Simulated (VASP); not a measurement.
BaHfO3: energy against strain

BaHfO3 (cubic perovskite, Pm-3m, 14.345 Å³/atom and stress up to 0.18 GPa in the relaxed cell, cube axes along x, y and z) under an equal strain ε along x and y, with z held. PBEsol in VASP (plane waves, PAW), 600 eV, 8×8×8 Γ-centred mesh, Gaussian smearing 0.05 eV; ions are relaxed, or left where forces stay under 0.02 eV/Å, within the symmetry of each cell.

Here s stands for strain and y for E less E0.

```csv
strain (%),E less E0 (meV/atom)
-1.50,9.49
-1.00,4.21
-0.50,1.08
0.00,0.00
0.50,0.87
1.00,3.58
1.50,8.03
3.00,?
```

Fit y of the 7 rows that show it with a parabola. Least squares gives y = 0.001 - 0.4179·s + 3.8929·s². Residuals (row less fit): 0.103, -0.102, -0.103, -0.001, 0.105, 0.104, -0.103; standard error 0.127 (degrees of freedom: 4). Twice the quadratic coefficient over the volume, 2 × 3.8929 meV × 10⁴ × 0.1602 / 14.345 Å³, is the elastic constants 2(C11 + C12) = 870 ± 12 GPa (± standard error of the fit, which holds the terms cut off).

### Question
Predict the withheld y at s = 3.00 from the fit, and compare with the calculation.

### Answer
y = 0.001 - 0.4179 × 3.0 + 3.8929 × 3.0² = 33.783 meV/atom. The calculation gives 30.99 meV/atom, 2.793 meV/atom below the prediction (9.0 % of the range of y in the table). The row lies outside the fitted rows, so this is an extrapolation. From the scatter of the fitted rows alone, a prediction at this place has a standard error of 0.484 meV/atom, so the miss is 5.8 times that.

A polynomial of degree 3 through the 12 other runs of the series gives 30.89 there, so most of the miss is curvature that the fit leaves out. The primitive cell can neither tilt nor turn polar against its symmetry, as such crystals can under strain. Rows are the converged runs of the series near zero and its far end, less any whose ions stayed unrelaxed beside relaxed ones; series whose fitted rows scatter by over a few per cent of the range, as at a crossing or softening among them, aren't shown in this form. Most that stay on the fit to the last digits aren't either.
